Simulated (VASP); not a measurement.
# SiB2 (P6/mmm) in VASP: relaxation of cell and atoms with PBE

Aim: the relaxation of cell and atoms of SiB2 with PBE.

All numbers are computed with VASP 6.6.1; they aren't measurements. Logs are shortened: lines on timing, memory, paths and dates and some standing lists are left out, and cuts for length are marked.

## Step 1: The structure

The structure is hexagonal, space group P6/mmm (No. 191). The conventional cell has a = 2.416 Å, b = 2.416 Å, c = 5.810 Å, α = 90.00°, β = 90.00°, γ = 120.00°. Si (site symmetry 6/mmm) is surrounded by 2 B at 2.10 Å. B (site symmetry 6mm) is surrounded by 1 B at 1.61 Å.

The cell was built by a generator and needn't be a form met in nature.

## Step 2: Relaxation of cell and atoms, PBE

INCAR

```
ALGO     = Fast           # electronic algorithm
EDIFF    = 1E-4           # SCF threshold, eV
EDIFFG   = -0.08          # ionic threshold
ENCUT    = 520            # plane-wave cutoff, eV
GGA      = PE             # functional
IBRION   = 2              # ionic algorithm
ISIF     = 3              # what is computed and relaxed
ISMEAR   = 0              # smearing method
LASPH    = T              # aspherical terms in the spheres
LCHARG   = F              # write CHGCAR
LREAL    = F              # projectors in reciprocal space
LWAVE    = F              # write WAVECAR
NELM     = 60             # most SCF steps
NSW      = 24             # ionic steps
PREC     = Normal         # precision mode
SIGMA    = 0.15           # smearing width, eV
```

KPOINTS

```
k-points
0
Gamma
  10 10 4
```

POSCAR

```
SiB2
1.0
    2.4155788900      0.0000000000      0.0000000000
   -1.2077894400      2.0919526800      0.0000000000
    0.0000000000      0.0000000000      5.8102183700
Si B
1 2
Direct
    0.0000000000      0.0000000000      0.0000000000
    0.0000000000      0.0000000000      0.3610719800
    0.0000000000      0.0000000000      0.6389280200
```

Potentials or basis: VASP PAW PBE potentials, release 64 (Si, B).

Command:

```
$ cat potpaw_PBE.64/Si/POTCAR potpaw_PBE.64/B/POTCAR > POTCAR
$ mpirun -np 1 vasp_std > vasp.out
```

OUTCAR:

```text
EDIFF = 1E-4
   EDIFFG = -0.08
   ENCUT = 520
   GGA = PE
   IBRION = 2
   ISIF = 3
   ISMEAR = 0
   LASPH = T
   LREAL = F
   NELM = 60
   NSW = 24
   PREC = Normal

 ion  position               nearest neighbor table
   1  0.000  0.000  0.000-   2 2.10   3 2.10
   2  0.000  0.000  0.361-   3 1.61   1 2.10
   3  0.000  0.000  0.639-   2 1.61   1 2.10

  LATTYP: Found a hexagonal cell.
 ALAT       =     2.4155788900
 C/A-ratio  =     2.4053109563

  Lattice vectors:

 A1 = (   2.4155788900,   0.0000000000,   0.0000000000)
 A2 = (  -1.2077894400,   2.0919526800,   0.0000000000)
 A3 = (   0.0000000000,   0.0000000000,   5.8102183700)

Analysis of symmetry for initial positions (statically):
=====================================================================
 Subroutine PRICEL returns:
 Original cell was already a primitive cell.

 Routine SETGRP: Setting up the symmetry group for a
 hexagonal supercell.

 Subroutine GETGRP returns: Found 24 space group operations
 (whereof 24 operations were pure point group operations)
 out of a pool of 24 trial point group operations.

The static configuration has the point symmetry D_6h.

Analysis of symmetry for dynamics (positions and initial velocities):
=====================================================================
 Subroutine PRICEL returns:
 Original cell was already a primitive cell.

 Routine SETGRP: Setting up the symmetry group for a
 hexagonal supercell.

 Subroutine GETGRP returns: Found 24 space group operations
 (whereof 24 operations were pure point group operations)
 out of a pool of 24 trial point group operations.

The dynamic configuration has the point symmetry D_6h.

 Subroutine INISYM returns: Found 24 space group operations
 (whereof 24 operations are pure point group operations),
 and found     1 'primitive' translations

----------------------------------------------------------------------------------------

                                     Primitive cell

  volume of cell :      29.3606

  direct lattice vectors                    reciprocal lattice vectors
     2.415578890  0.000000000  0.000000000     0.413979442  0.239011141  0.000000000
    -1.207789440  2.091952680  0.000000000     0.000000000  0.478022285  0.000000000
     0.000000000  0.000000000  5.810218370     0.000000000  0.000000000  0.172110571

  length of vectors
     2.415578890  2.415578884  5.810218370     0.478022284  0.478022285  0.172110571

  position of ions in fractional coordinates (direct lattice)
     0.000000000  0.000000000  0.000000000
     0.000000000  0.000000000  0.361071980
     0.000000000  0.000000000  0.638928020

  ion indices of the primitive-cell ions
   primitive index   ion index
                 1           1
                 2           2
                 3           3

----------------------------------------------------------------------------------------

 KPOINTS: k-points

Automatic generation of k-mesh.
 Grid dimensions read from file:
 generate k-points for:   10   10    4

 Generating k-lattice:

  Cartesian coordinates                     Fractional coordinates (reciprocal lattice)
     0.041397944  0.023901114  0.000000000     0.100000000  0.000000000  0.000000000
     0.000000000  0.047802228  0.000000000     0.000000000  0.100000000  0.000000000
     0.000000000  0.000000000  0.043027643     0.000000000  0.000000000  0.250000000

  Length of vectors
     0.047802228  0.047802228  0.043027643

  Shift w.r.t. Gamma in fractional coordinates (k-lattice)
     0.000000000  0.000000000  0.000000000

 Subroutine IBZKPT returns following result:
 ===========================================

 Found     42 irreducible k-points:

 Following reciprocal coordinates:
            Coordinates               Weight
  0.000000  0.000000  0.000000      1.000000
  0.100000 -0.000000  0.000000      6.000000
  0.200000 -0.000000  0.000000      6.000000
  0.300000  0.000000  0.000000      6.000000
  0.400000 -0.000000  0.000000      6.000000
  0.500000 -0.000000  0.000000      3.000000
[... 16 lines left out ...]
  0.300000  0.100000  0.250000     24.000000
  0.400000  0.100000  0.250000     24.000000
 [... further k-points ...]
   k-points           NKPTS =     42   k-points in BZ     NKDIM =     42   number of bands    NBANDS=      9
   number of dos      NEDOS =    301   number of ions     NIONS =      3
   total plane-waves  NPLWV =   6272
   dimension x,y,z NGX =    14 NGY =   14 NGZ =   32
   dimension x,y,z NGXF=    28 NGYF=   28 NGZF=   64
   ions per type =               1   2
   NGX,Y,Z   is equivalent  to a cutoff of   9.64,  9.64,  9.16 a.u.
   NGXF,Y,Z  is equivalent  to a cutoff of  19.27, 19.27, 18.31 a.u.
 SYSTEM =  unknown system
   PREC   = normal    normal or accurate (medium, high low for compatibility)
   ISTART =      0    job   : 0-new  1-cont  2-samecut
   ICHARG =      2    charge: 1-file 2-atom 10-const
   ISPIN  =      1    spin polarized calculation?
   LNONCOLLINEAR =      F non collinear calculations
   LSORBIT =      F    spin-orbit coupling
   LASPH  =      T    aspherical Exc in radial PAW
   ENCUT  =  520.0 eV  38.22 Ry    6.18 a.u.   4.49  4.49 10.80*2*pi/ulx,y,z
   NELM   =     60;   NELMIN=  2; NELMDL= -5     # of ELM steps
   EDIFF  = 0.1E-03   stopping-criterion for ELM
   LREAL  =      F    real-space projection
   EDIFFG = -.8E-01   stopping-criterion for IOM
   NSW    =     24    number of steps for IOM
   IBRION =      2    ionic relax: 0-MD 1-quasi-New 2-CG
   NFREE  =      1    steps in history (QN), initial steepest desc. (CG)
   ISIF   =      3    stress and relaxation
   ISYM   =      2    0-nonsym 1-usesym 2-fastsym
   POTIM  = 0.5000    time-step for ionic-motion
   TEBEG  =    0.0;   TEEND  =   0.0 temperature during run
   PSTRESS=    0.0 pullay stress
   NELECT =      10.0000    total number of electrons
   NUPDOWN=      -1.0000    fix difference up-down
   EMIN   =  10.00;   EMAX   =-10.00  energy-range for DOS
   EFERMI =   0.00;   METHOD = LEGACY
   ISMEAR =     0;   SIGMA  =   0.15  broadening in eV -4-tet -1-fermi 0-gaus
   EFERMI_NEDOS =   21; number of points for ismear=-14 and -15
   IALGO  =     68    algorithm
   IMIX   =      4    mixing-type and parameters
     AMIX     =   0.40;   BMIX     =  1.00
     AMIX_MAG =   1.60;   BMIX_MAG =  1.00
  volume/ion in A,a.u.               =       9.79        66.05
  Fermi-wavevector in a.u.,A,eV,Ry     =   1.143281  2.160488 17.784059  1.307091
  Thomas-Fermi vector in A             =   2.279977
   LORBIT       =      0    0 simple, 1 ext, 2 COOP (PROOUT), +10 PAW based schemes
   GGA     = PE    functional components
   LHFCALC =     F    Hartree Fock is set to
   AEXX    =    0.0000 exact exchange contribution
   IVDW    =     0    specifies the selected vdW correction
   LEPSILON=     F    determine dielectric tensor
   LRPA    =     F    only Hartree local field effects (RPA)
 conjugate gradient relaxation of ions
 non-spin polarized calculation
 RMM-DIIS sequential band-by-band and
 Gauss-broadening in eV      SIGMA  =   0.15
  energy-cutoff  :      520.00
  volume of cell :       29.36
 maximum number of plane-waves:       811
   NGX =  9   NGY =  9   NGZ = 21

--------------------------------------- Ionic step        1  -------------------------------------------

 number of electron      10.0000000 magnetization

 number of electron       9.9999996 magnetization

 Free energy of the ion-electron system (eV)
  ---------------------------------------------------
  ext. energy  EPLUGINS =         0.00000000
  ---------------------------------------------------
  free energy    TOTEN  =       -15.29503559 eV

  energy without entropy =      -15.27791928  energy(sigma->0) =      -15.28647743

------------------------ aborting loop because EDIFF is reached ----------------------------------------

  FORCE on cell =-STRESS in cart. coord.  units (eV):
  Direction    XX          YY          ZZ          XY          YZ          ZX
  --------------------------------------------------------------------------------------
  -------------------------------------------------------------------------------------
  Total        0.9069188      0.9069188      2.1743226      0.0000000      0.0000000      0.0000000
  in kB       49.4895460     49.4895458    118.6503517      0.0000001      0.0000000      0.0000000
  external PRESSURE =      72.5431478 kB  Pullay stress =       0.0000000 kB

 VOLUME and BASIS-vectors are now :
 -----------------------------------------------------------------------------
  energy-cutoff  :      520.00
  volume of cell :       29.36
      direct lattice vectors                 reciprocal lattice vectors
     2.415578890  0.000000000  0.000000000     0.413979442  0.239011141  0.000000000
    -1.207789440  2.091952680  0.000000000     0.000000000  0.478022285  0.000000000
     0.000000000  0.000000000  5.810218370     0.000000000  0.000000000  0.172110571
[... 112 lines left out ...]
 POSITION                                       TOTAL-FORCE (eV/Angst)
 -----------------------------------------------------------------------------------
      0.00000      0.00000     -0.00000        -0.000000      0.000000      0.000000
     -0.00000      0.00000      2.14224         0.000000     -0.000000     -0.115446
     -1.21830      2.11015      3.78460        -0.000000      0.000000      0.115446
 -----------------------------------------------------------------------------------
    total drift:                               -0.000000      0.000000     -0.000000

  FREE ENERGIE OF THE ION-ELECTRON SYSTEM (eV)
  ---------------------------------------------------
  free  energy   TOTEN  =       -15.3216372558 eV

  energy  without entropy=      -15.3028112439  energy(sigma->0) =      -15.31222425

--------------------------------------- Ionic step        5  -------------------------------------------

 number of electron       9.9999998 magnetization

 Free energy of the ion-electron system (eV)
  ---------------------------------------------------
  ext. energy  EPLUGINS =         0.00000000
  ---------------------------------------------------
  free energy    TOTEN  =       -15.32208291 eV

  energy without entropy =      -15.30334952  energy(sigma->0) =      -15.31271622

 E-fermi :   7.5056     XC(G=0): -11.3654

 val. band max:        7.4744840188   @ k =   0.3000   0.2000   0.0000
 cond. band min:       7.5420750504   @ k =   0.3000   0.0000   0.2500
 fundamental gap:      0.0675910316
 Fermi energy:         7.5055617115

 k-point     1 :       0.0000    0.0000    0.0000
  band No.  band energies     occupation
      1      -6.9447      2.00000
      2      -3.6965      2.00000
      3      -2.1589      2.00000
      4       6.0838      2.00000
      5       9.5518      0.00000
      6      15.4212      0.00000
      7      15.4212      0.00000
      8      18.8342      0.00000
      9      18.8342      0.00000

 k-point     2 :       0.1000   -0.0000    0.0000
  band No.  band energies     occupation
      1      -6.6333      2.00000
      2      -3.4098      2.00000
      3      -1.8710      2.00000
      4       6.2805      2.00000
      5       9.7584      0.00000
      6      14.0842      0.00000
      7      14.9653      0.00000
      8      17.7232      0.00000
      9      18.4427      0.00000
[... 253 lines left out ...]
 k-point    24 :       0.4000    0.1000    0.2500
  band No.  band energies     occupation
      1      -0.3721      2.00000
      2       1.2940      2.00000
      3       2.5601      2.00000
      4       4.0891      2.00000
      5       4.6049      2.00000
      6       7.3922      1.71482
      7       9.9254      0.00000
      8      10.7302      0.00000
      9      13.0901      0.00000

 [... further k-points ...]

------------------------ aborting loop because EDIFF is reached ----------------------------------------

  FORCE on cell =-STRESS in cart. coord.  units (eV):
  Direction    XX          YY          ZZ          XY          YZ          ZX
  --------------------------------------------------------------------------------------
  -------------------------------------------------------------------------------------
  Total        0.0349422      0.0349422     -0.0868160      0.0000000      0.0000000      0.0000000
  in kB        1.8406972      1.8406972     -4.5733296      0.0000000      0.0000000      0.0000000
  external PRESSURE =      -0.2973117 kB  Pullay stress =       0.0000000 kB

 VOLUME and BASIS-vectors are now :
 -----------------------------------------------------------------------------
  energy-cutoff  :      520.00
  volume of cell :       30.41
      direct lattice vectors                 reciprocal lattice vectors
     2.435360262  0.000000000  0.000000000     0.410616867  0.237069758 -0.000000000
    -1.217680126  2.109083850 -0.000000000    -0.000000000  0.474139518 -0.000000000
    -0.000000000  0.000000000  5.921353508    -0.000000000  0.000000000  0.168880307

 POSITION                                       TOTAL-FORCE (eV/Angst)
 -----------------------------------------------------------------------------------
      0.00000      0.00000     -0.00000         0.000000     -0.000000      0.000000
     -0.00000      0.00000      2.13722         0.000000     -0.000000     -0.009940
      2.43536      0.00000      3.78414        -0.000000      0.000000      0.009940
 -----------------------------------------------------------------------------------
    total drift:                                0.000000      0.000000     -0.000000

  FREE ENERGIE OF THE ION-ELECTRON SYSTEM (eV)
  ---------------------------------------------------
  free  energy   TOTEN  =       -15.3220829129 eV

  energy  without entropy=      -15.3033495192  energy(sigma->0) =      -15.31271622

 reached required accuracy - stopping structural energy minimisation
```

Run time: 8.4 s. Hardware: 1 thread of Intel Xeon Platinum 8488C (Sapphire Rapids), shared host; peak memory 0.12 GiB.

Results:

* Free energy: -15.3221 eV
* Relaxed volume: 10.14 Å³/atom
* Relaxed cell: a = 2.435 Å, b = 2.435 Å, c = 5.921 Å, α = 90.00°, β = 90.00°, γ = 120.00°
* Space group after relaxing (to 0.05 Å): P6/mmm (No. 191)
* Energy gained by relaxing: 9.0 meV/atom
* Ionic steps: 5
* Pressure after relaxing: 0.0 GPa
* Largest force after relaxing: 0.010 eV/Å
* Band gap on the k mesh: none (metal or under the smearing width)

Forces on the atoms (eV/Å):
```
Si   0.000  0.000  0.000
B    0.000  0.000 -0.010
B    0.000  0.000  0.010
```

Stress tensor (GPa, compression positive):
```
 0.18  0.00  0.00
 0.00  0.18  0.00
 0.00  0.00 -0.46
```

The path:
```csv
step,energy change (eV),largest force (eV/Å),pressure (GPa),volume (Å³)
1,0.0000,0.2507,7.25,29.36
2,-0.0026,0.5444,-5.47,31.28
3,-0.0258,0.2088,0.34,30.31
4,-0.0266,0.1154,-0.03,30.47
5,-0.0270,0.0099,-0.03,30.41
```

Final structure:
```yaml
crystal:
  lattice:
    - [2.43536, 0.00000, 0.00000]
    - [-1.21768, 2.10908, 0.00000]
    - [0.00000, 0.00000, 5.92135]
  atoms:
    - { symbol: Si, position: [0.00000, 0.00000, 0.00000] }
    - { symbol: B, position: [0.00000, 0.00000, 0.36093] }
    - { symbol: B, position: [0.00000, 0.00000, 0.63907] }
```

Levels at points of the mesh, in eV from the Fermi level:
| k point | band 3 | band 4 | band 5 | band 6 | band 7 | band 8 |
| --- | --- | --- | --- | --- | --- | --- |
| (0.00, 0.00, 0.00) | -9.66 | -1.42 | 2.05 | 7.92 | 7.92 | 11.33 |
| (0.50, 0.00, 0.00) | -4.74 | -3.77 | -3.34 | -1.85 | 3.30 | 4.56 |
| (0.00, 0.00, 0.50) | -6.62 | -5.28 | 6.99 | 7.96 | 7.96 | 8.62 |
| (0.50, 0.00, 0.50) | -6.13 | -5.45 | -1.97 | 0.47 | 2.07 | 4.74 |

Caveat: the relaxation stopped at a loose force limit of 0.08 eV/Å, so its end isn't a converged minimum.
